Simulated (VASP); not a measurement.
## Bi2Pd (Urvantsevite): accuracy against cost in the k-mesh and smearing

How sensitive are energy, pressure and forces of Bi2Pd (Urvantsevite) to the k-mesh and smearing? The series runs use LDA. The k-mesh tried: 2 2 2; 3 3 3; 4 4 4; 5 5 5; 6 6 6; 8 8 8; 10 10 10; 13 13 13. The smearing tried: ISMEAR = -1, SIGMA = 0.01; ISMEAR = -1, SIGMA = 0.05; ISMEAR = -1, SIGMA = 0.1; ISMEAR = -1, SIGMA = 0.2; ISMEAR = -1, SIGMA = 0.5; ISMEAR = 1, SIGMA = 0.01; ISMEAR = 1, SIGMA = 0.05; ISMEAR = 1, SIGMA = 0.1; ISMEAR = 1, SIGMA = 0.2; ISMEAR = 1, SIGMA = 0.5; ISMEAR = -5. The start is a cell from a database of measured crystal structures.

Calculated with VASP 6.6.1; LDA; plane waves and PAW (Bi_d, Pd).

### Step 1. The starting structure

Symmetry: I4/mmm, No. 139, tetragonal system. Conventional cell: a = 3.362 Å, b = 3.362 Å, c = 12.983 Å, α = 90.00°, β = 90.00°, γ = 90.00°. Bi has 4 Pd at 2.97 Å nearest. Pd has 8 Bi at 2.97 Å nearest. Farther neighbours are not listed.

As a file:

```
Bi Pd
1.0
     0.00000   -3.36200    0.00000
    -3.36200    0.00000    0.00000
     1.68100   -1.68100   -6.49150
Bi Pd
2 1
Cartesian
  -1.6810 -1.6810 -1.7787
  0.0000 -3.3620 -4.7128
  0.0000 0.0000 0.0000
```

### Step 2. K-mesh: 2 2 2

The sum over the zone converges with the mesh, fast for insulators and slowly for metals. LDA, the lowest rung, knows the local density alone.

Contents of INCAR:

```
SYSTEM = Bi2Pd
PREC = Accurate
ENCUT = 400
EDIFF = 1E-06
NELM = 100
ISMEAR = -1
SIGMA = 0.05
LREAL = .FALSE.
ALGO = Normal
GGA = CA
NBANDS = 26
LASPH = .TRUE.
LORBIT = 11
LWAVE = .FALSE.
LCHARG = .FALSE.
NCORE = 4
ISIF = 2
```

Contents of POSCAR:

```
Bi2Pd
1.0
    0.0000000000     -3.3620000000      0.0000000000
   -3.3620000000      0.0000000000      0.0000000000
    1.6810000000     -1.6810000000     -6.4915000000
Bi Pd
2 1
Direct
    0.3630000000      0.6370000000      0.2740000000
    0.6370000000      0.3630000000      0.7260000000
    0.0000000000      0.0000000000      0.0000000000
```

Contents of KPOINTS:

```
Automatic mesh
0
Gamma
2 2 2
0 0 0
```

Potentials, in the order of the species: Bi_d and Pd (PBE family, release 64).

On the command line:

```console
mpirun -np 4 vasp_std
```

The log of the run:

```text
[banner, memory and clock lines left out]
running    4 mpi-ranks, on    1 nodes
 distrk:  each k-point on    4 cores,    1 groups
 distr:  one band on    4 cores,    1 groups

 POSCAR found type information on POSCAR BiPd
 POSCAR found :  2 types and       3 ions
|                                                                             |
|               ----> ADVICE to this user running VASP <----                  |
|                                                                             |
|     You enforced a specific xc type in the INCAR file but a different       |
|     [... a line on the potential file left out ...]
|     I HOPE YOU KNOW WHAT YOU ARE DOING!                                     |
|                                                                             |

 LDA part: xc-table for (Slater(with rela. corr.)+CA(PZ))
 , standard interpolation
 POSCAR, INCAR and KPOINTS ok, starting setup
 FFT: planning ... GRIDC
 FFT: planning ... GRID_SOFT
 FFT: planning ... GRID
 WAVECAR not read
 entering main loop
       N       E                     dE             d eps       ncg     rms          rms(c)
DAV:   1     0.372388074468E+03    0.37239E+03   -0.17739E+04   208   0.158E+03
DAV:   2     0.142014078503E+02   -0.35819E+03   -0.35238E+03   208   0.434E+02
DAV:   3    -0.166637202903E+02   -0.30865E+02   -0.30489E+02   258   0.147E+02
DAV:   4    -0.176619664104E+02   -0.99825E+00   -0.99398E+00   248   0.278E+01
DAV:   5    -0.176989962192E+02   -0.37030E-01   -0.37028E-01   296   0.459E+00    0.540E+00
DAV:   6    -0.174733060128E+02    0.22569E+00   -0.72470E-01   232   0.661E+00    0.299E+00
DAV:   7    -0.174465898500E+02    0.26716E-01   -0.46191E-01   220   0.412E+00    0.169E+00
DAV:   8    -0.174203642851E+02    0.26226E-01   -0.94860E-02   240   0.205E+00    0.332E-01
DAV:   9    -0.174194793115E+02    0.88497E-03   -0.71490E-03   232   0.812E-01    0.522E-02
DAV:  10    -0.174194929725E+02   -0.13661E-04   -0.53039E-04   278   0.150E-01    0.281E-02
DAV:  11    -0.174194898450E+02    0.31275E-05   -0.43935E-05   272   0.555E-02    0.109E-02
DAV:  12    -0.174194906765E+02   -0.83149E-06   -0.46222E-06   192   0.178E-02
   1 F= -.17419491E+02 E0= -.17402347E+02  d E =-.342874E-01
```

It took 3.4 s on 4 MPI ranks of Intel Xeon Platinum 8259CL at 2.50GHz (Skylake/Cascade Lake), shared host; peak memory 0.42 GiB; 10 s of CPU time.

Lines that name or quote the potential files are left out of all logs, and their timing lines are given in words.

From OUTCAR (step 2):

```text
ion  position               nearest neighbor table
   1  0.363  0.637  0.274-   3 2.97   3 2.97   3 2.97   3 2.97   2 3.56   2 3.78   2 3.78   2 3.78
                             2 3.78
   2  0.637  0.363  0.726-   3 2.97   3 2.97   3 2.97   3 2.97   1 3.56   1 3.78   1 3.78   1 3.78
                             1 3.78
   3  0.000  0.000  0.000-   1 2.97   2 2.97   1 2.97   2 2.97   2 2.97   2 2.97   1 2.97   1 2.97

  LATTYP: Found a body centered tetragonal cell.
 ALAT       =     3.3620000000
 C/A-ratio  =     3.8616894706

 Subroutine GETGRP returns: Found 16 space group operations
 (whereof 16 operations were pure point group operations)

The static configuration has the point symmetry D_4h.

 Found      4 irreducible k-points:

   k-points           NKPTS =      4   k-points in BZ     NKDIM =      4   number of bands    NBANDS=     26

   dimension x,y,z NGX =    24 NGY =   24 NGZ =   48
   dimension x,y,z NGXF=    48 NGYF=   48 NGZF=   96

   ENCUT  =  400.0 eV  29.40 Ry    5.42 a.u.   5.48  5.48 11.27*2*pi/ulx,y,z

   NELECT =      40.0000    total number of electrons

 k-points in reciprocal lattice and weights: Automatic mesh
   0.00000000  0.00000000  0.00000000       0.125
   0.50000000  0.00000000  0.00000000       0.500
   0.50000000  0.50000000  0.00000000       0.250
   0.00000000  0.00000000  0.50000000       0.125

 average (electrostatic) potential at core
       1-102.1876       2-102.1876       3 -71.1633

 E-fermi :   9.8436

 k-point     1 :       0.0000    0.0000    0.0000
  band No.  band energies     occupation
    ...
     14       5.2463      2.00000
     15       6.0140      2.00000
     16       6.0140      2.00000
     17       6.3497      2.00000
     18       6.6359      2.00000
     19      10.4689      0.00001
     20      11.2862      0.00000
     21      11.2862      0.00000
     22      12.0064      0.00000
     23      12.0064      0.00000
    ...

 k-point     2 :       0.5000    0.0000    0.0000
  band No.  band energies     occupation
    ...
     16       5.8567      2.00000
     17       5.9442      2.00000
     18       6.4234      2.00000
     19       6.6268      2.00000
     20       7.4549      2.00000
     21       9.9618      0.17176
     22      13.3191      0.00000
     23      13.3244      0.00000
     24      13.6675      0.00000
     25      14.9295      0.00000
    ...

 k-point     3 :       0.5000    0.5000    0.0000
  band No.  band energies     occupation
    ...
     18       6.3179      2.00000
     19       7.3098      2.00000
     20       8.0823      2.00000
     21       9.4818      1.99856
     22       9.8897      0.56866
     23       9.9968      0.08917
     24      11.0542      0.00000
     25      12.1517      0.00000
     26      12.8919      0.00000

  Total       -6.3991297     -6.3991297      3.6022021      0.0000000     -0.0000000     -0.0000000
  in kB     -139.7304365   -139.7304365     78.6571455      0.0000000     -0.0000000     -0.0000000
  external PRESSURE =     -66.9345758 kB  Pullay stress =       0.0000000 kB

  energy-cutoff  :      400.00
  volume of cell :       73.37
      direct lattice vectors                 reciprocal lattice vectors
     0.000000000 -3.362000000  0.000000000     0.000000000 -0.297441999  0.077023800
    -3.362000000  0.000000000  0.000000000    -0.297441999  0.000000000 -0.077023800
     1.681000000 -1.681000000 -6.491500000     0.000000000  0.000000000 -0.154047601

 POSITION                                       TOTAL-FORCE (eV/Angst)
 -----------------------------------------------------------------------------------
     -1.68100     -1.68100     -1.77867         0.000000     -0.000000      0.213145
      0.00000     -3.36200     -4.71283        -0.000000      0.000000     -0.213145
      0.00000      0.00000      0.00000         0.000000      0.000000      0.000000
 -----------------------------------------------------------------------------------
    total drift:                                0.000000     -0.000000     -0.000000

  FREE ENERGIE OF THE ION-ELECTRON SYSTEM (eV)
  ---------------------------------------------------
  free  energy   TOTEN  =       -17.4194906765 eV

  energy  without entropy=      -17.3852032457  energy(sigma->0) =      -17.40234696

 total charge
# of ion       s       p       d       tot
------------------------------------------
    1        1.523   1.317   9.929  12.769
    2        1.523   1.317   9.929  12.769
    3        0.330   0.346   8.774   9.451
--------------------------------------------------
tot          3.377   2.980  28.632  34.989

[... 1 further part left out ...]
```

The PAW data sets were made with PBE, though LDA sets exist; this is a small mismatch.

Numbers from this step:

| Property | Result |
| --- | --- |
| electronic steps | 12 |
| electrons | 40 |
| bands | 26 |
| irreducible k points | 4 |
| symmetry operations | 16 |
| free energy (TOTEN) | -17.42 eV |
| energy at zero smearing | -17.40 eV |
| Fermi energy | 9.844 eV |
| pressure | -6.693 GPa |
| metallic | yes |

The series starts at -5.8008 eV an atom and -6.69 GPa, after 12 cycles in 3.4 s.

### Step 3. K-mesh: 3 3 3

INCAR, as its differences from that of step 2:

```diff
@@ -15,3 +15,4 @@
 LCHARG = .FALSE.
-NCORE = 4
+KPAR = 2
+NCORE = 2
 ISIF = 2
```

POSCAR is that of step 2.

Contents of KPOINTS:

```
Automatic mesh
0
Gamma
3 3 3
0 0 0
```

On the command line:

```console
mpirun -np 4 vasp_std
```

The log of the run:

```text
[banner, memory and clock lines left out]
running    4 mpi-ranks, on    1 nodes
[...]
[... a notice as in an earlier step ...]

 LDA part: xc-table for (Slater(with rela. corr.)+CA(PZ))
 , standard interpolation
 POSCAR, INCAR and KPOINTS ok, starting setup
[...]
entering main loop
       N       E                     dE             d eps       ncg     rms          rms(c)
DAV:   1     0.379169957242E+03    0.37917E+03   -0.17943E+04   312   0.156E+03
DAV:   2     0.164453890110E+02   -0.36272E+03   -0.35596E+03   312   0.441E+02
DAV:   3    -0.161373176162E+02   -0.32583E+02   -0.32186E+02   398   0.151E+02
DAV:   4    -0.171758031221E+02   -0.10385E+01   -0.10371E+01   374   0.282E+01
[...]
DAV:  10    -0.168582289055E+02    0.11224E-03   -0.11282E-03   344   0.261E-01    0.307E-02
DAV:  11    -0.168582231714E+02    0.57341E-05   -0.92218E-05   412   0.864E-02    0.109E-02
DAV:  12    -0.168582230273E+02    0.14408E-06   -0.78799E-06   338   0.220E-02
   1 F= -.16858223E+02 E0= -.16846829E+02  d E =-.227879E-01
```

It took 4.6 s on 4 MPI ranks; peak memory 0.51 GiB; 14 s of CPU time.

Parts of OUTCAR (step 3):

```text
  Total       -1.3325388     -1.3325388     -2.1287969      0.0000000      0.0000000      0.0000000
  in kB      -29.0971176    -29.0971176    -46.4840894      0.0000000      0.0000000      0.0000000
  external PRESSURE =     -34.8927748 kB  Pullay stress =       0.0000000 kB

 POSITION                                       TOTAL-FORCE (eV/Angst)
 -----------------------------------------------------------------------------------
     -1.68100     -1.68100     -1.77867         0.000000     -0.000000      0.542081
      0.00000     -3.36200     -4.71283        -0.000000      0.000000     -0.542081
      0.00000      0.00000      0.00000         0.000000      0.000000      0.000000
 -----------------------------------------------------------------------------------
    total drift:                                0.000000     -0.000000     -0.000000

  FREE ENERGIE OF THE ION-ELECTRON SYSTEM (eV)
  ---------------------------------------------------
  free  energy   TOTEN  =       -16.8582230273 eV

  energy  without entropy=      -16.8354351363  energy(sigma->0) =      -16.84682908

[... 1 part as in an earlier step ...]

[... 2 further parts left out ...]
[key lines of the parts left out:]
E-fermi :   8.1871
```

Against the run before the energy moves by +185.17 meV an atom and the pressure by +3.20 GPa, after 12 cycles in 4.6 s.

### Step 4. K-mesh: 4 4 4

INCAR, as its differences from that of step 3:

```diff
@@ -15,4 +15,3 @@
 LCHARG = .FALSE.
-KPAR = 2
-NCORE = 2
+KPAR = 4
 ISIF = 2
```

POSCAR is that of step 3.

Contents of KPOINTS:

```
Automatic mesh
0
Gamma
4 4 4
0 0 0
```

On the command line:

```console
mpirun -np 4 vasp_std
```

The log of the run:

```text
[banner, memory and clock lines left out]
running    4 mpi-ranks, on    1 nodes
[...]
[... a notice as in an earlier step ...]

 LDA part: xc-table for (Slater(with rela. corr.)+CA(PZ))
 , standard interpolation
 POSCAR, INCAR and KPOINTS ok, starting setup
[...]
entering main loop
       N       E                     dE             d eps       ncg     rms          rms(c)
DAV:   1     0.378087821778E+03    0.37809E+03   -0.17868E+04   708   0.160E+03
DAV:   2     0.158114329951E+02   -0.36228E+03   -0.35548E+03   698   0.435E+02
DAV:   3    -0.154300836203E+02   -0.31242E+02   -0.30873E+02   810   0.145E+02
DAV:   4    -0.164767420949E+02   -0.10467E+01   -0.10454E+01   860   0.279E+01
[...]
DAV:  10    -0.161721425024E+02    0.60854E-04   -0.69498E-04   736   0.192E-01    0.282E-02
DAV:  11    -0.161721367171E+02    0.57853E-05   -0.63662E-05   932   0.613E-02    0.970E-03
DAV:  12    -0.161721368098E+02   -0.92669E-07   -0.32376E-06   618   0.144E-02
   1 F= -.16172137E+02 E0= -.16163402E+02  d E =-.174704E-01
```

Run time: 6.6 s. Hardware: 4 MPI ranks; peak memory 0.56 GiB; 23 s of CPU time.

OUTCAR, selected parts (step 4):

```text
  Total       -0.0581936     -0.0581936     -3.3914078      0.0000000      0.0000000     -0.0000000
  in kB       -1.2707073     -1.2707073    -74.0542727      0.0000000      0.0000000     -0.0000000
  external PRESSURE =     -25.5318958 kB  Pullay stress =       0.0000000 kB

 POSITION                                       TOTAL-FORCE (eV/Angst)
 -----------------------------------------------------------------------------------
     -1.68100     -1.68100     -1.77867         0.000000     -0.000000      0.413690
      0.00000     -3.36200     -4.71283        -0.000000      0.000000     -0.413690
      0.00000      0.00000      0.00000         0.000000      0.000000      0.000000
 -----------------------------------------------------------------------------------
    total drift:                                0.000000     -0.000000     -0.000000

  FREE ENERGIE OF THE ION-ELECTRON SYSTEM (eV)
  ---------------------------------------------------
  free  energy   TOTEN  =       -16.1721368098 eV

  energy  without entropy=      -16.1546664262  energy(sigma->0) =      -16.16340162

[... 1 part as in an earlier step ...]

[... 2 further parts left out ...]
[key lines of the parts left out:]
E-fermi :   8.5208
```

Against the run before the energy moves by +227.81 meV an atom and the pressure by +0.94 GPa, after 12 cycles in 6.6 s.

### Step 5. K-mesh: 5 5 5

INCAR is that of step 4.

POSCAR is that of step 4.

Contents of KPOINTS:

```
Automatic mesh
0
Gamma
5 5 5
0 0 0
```

On the command line:

```console
mpirun -np 4 vasp_std
```

The log of the run:

```text
[... set-up lines as in an earlier step ...]
 entering main loop
       N       E                     dE             d eps       ncg     rms          rms(c)
DAV:   1     0.383812520744E+03    0.38381E+03   -0.18040E+04   936   0.159E+03
DAV:   2     0.172024499423E+02   -0.36661E+03   -0.35916E+03   954   0.443E+02
DAV:   3    -0.155404158510E+02   -0.32743E+02   -0.32294E+02  1196   0.149E+02
DAV:   4    -0.165473316242E+02   -0.10069E+01   -0.10056E+01  1082   0.279E+01
[...]
DAV:  10    -0.162821451489E+02    0.67144E-04   -0.61011E-04  1012   0.183E-01    0.282E-02
DAV:  11    -0.162821411058E+02    0.40431E-05   -0.72209E-05  1190   0.599E-02    0.573E-03
DAV:  12    -0.162821414263E+02   -0.32052E-06   -0.34793E-06   914   0.123E-02
   1 F= -.16282141E+02 E0= -.16277412E+02  d E =-.945869E-02
```

Elapsed: 6.2 s, on 4 MPI ranks; peak memory 0.59 GiB.

Parts of OUTCAR (step 5):

```text
  Total       -1.3101289     -1.3101289     -2.5239295      0.0000000      0.0000000      0.0000000
  in kB      -28.6077784    -28.6077784    -55.1121450      0.0000000      0.0000000      0.0000000
  external PRESSURE =     -37.4425673 kB  Pullay stress =       0.0000000 kB

 POSITION                                       TOTAL-FORCE (eV/Angst)
 -----------------------------------------------------------------------------------
     -1.68100     -1.68100     -1.77867        -0.000000     -0.000000      0.161724
      0.00000     -3.36200     -4.71283        -0.000000     -0.000000     -0.161724
      0.00000      0.00000      0.00000         0.000000      0.000000      0.000000
 -----------------------------------------------------------------------------------
    total drift:                                0.000000     -0.000000     -0.000000

  FREE ENERGIE OF THE ION-ELECTRON SYSTEM (eV)
  ---------------------------------------------------
  free  energy   TOTEN  =       -16.2821414263 eV

  energy  without entropy=      -16.2726827381  energy(sigma->0) =      -16.27741208

[... 1 part as in an earlier step ...]

[... 2 further parts left out ...]
[key lines of the parts left out:]
E-fermi :   8.7683
```

Against the run before the energy moves by -38.00 meV an atom and the pressure by -1.19 GPa, after 12 cycles in 6.2 s.

### Step 6. K-mesh: 6 6 6

INCAR is that of step 5.

POSCAR is that of step 5.

Contents of KPOINTS:

```
Automatic mesh
0
Gamma
6 6 6
0 0 0
```

On the command line:

```console
mpirun -np 4 vasp_std
```

The log of the run:

```text
[... set-up lines as in an earlier step ...]
 entering main loop
       N       E                     dE             d eps       ncg     rms          rms(c)
DAV:   1     0.374777384629E+03    0.37478E+03   -0.17865E+04  1570   0.159E+03
DAV:   2     0.148567647609E+02   -0.35992E+03   -0.35346E+03  1598   0.436E+02
DAV:   3    -0.156412560193E+02   -0.30498E+02   -0.30098E+02  1918   0.145E+02
DAV:   4    -0.166192173406E+02   -0.97796E+00   -0.97519E+00  1892   0.274E+01
[...]
DAV:  10    -0.163541503927E+02    0.59532E-04   -0.60412E-04  1658   0.179E-01    0.282E-02
DAV:  11    -0.163541470093E+02    0.33834E-05   -0.71276E-05  2044   0.648E-02    0.500E-03
DAV:  12    -0.163541472933E+02   -0.28403E-06   -0.37264E-06  1544   0.140E-02
   1 F= -.16354147E+02 E0= -.16348300E+02  d E =-.116947E-01
```

The job ended after 11 s (4 MPI ranks; peak memory 0.63 GiB; 41 s of CPU time).

OUTCAR, selected parts (step 6):

```text
  Total       -1.5984052     -1.5984052     -1.7991630      0.0000000      0.0000000      0.0000000
  in kB      -34.9025363    -34.9025363    -39.2862537      0.0000000      0.0000000      0.0000000
  external PRESSURE =     -36.3637754 kB  Pullay stress =       0.0000000 kB

 POSITION                                       TOTAL-FORCE (eV/Angst)
 -----------------------------------------------------------------------------------
     -1.68100     -1.68100     -1.77867        -0.000000      0.000000      0.100712
      0.00000     -3.36200     -4.71283         0.000000     -0.000000     -0.100712
      0.00000      0.00000      0.00000         0.000000      0.000000     -0.000000
 -----------------------------------------------------------------------------------
    total drift:                                0.000000     -0.000000     -0.000000

  FREE ENERGIE OF THE ION-ELECTRON SYSTEM (eV)
  ---------------------------------------------------
  free  energy   TOTEN  =       -16.3541472933 eV

  energy  without entropy=      -16.3424525958  energy(sigma->0) =      -16.34829994

[... 1 part as in an earlier step ...]

[... 2 further parts left out ...]
[key lines of the parts left out:]
E-fermi :   8.9205
```

Against the run before the energy moves by -23.63 meV an atom and the pressure by +0.11 GPa, after 12 cycles in 11 s.

[end of part 1 of 4]

[Lines on the potential files, build, host, timing and source positions are cut from VASP's logs without a mark.]

[Logs are printed without paths, hosts, clocks, repeated set-up lines and the standing remarks that a program may print on its own settings, such as how far it seeks lower states.]

[Hosts, paths, dates, database ids (printed as entryN), source tags and the programs' standing remarks are cut or masked in the printed files.]

[A measured line is paired with the nearest computed mode of its activity, which favours agreement.]
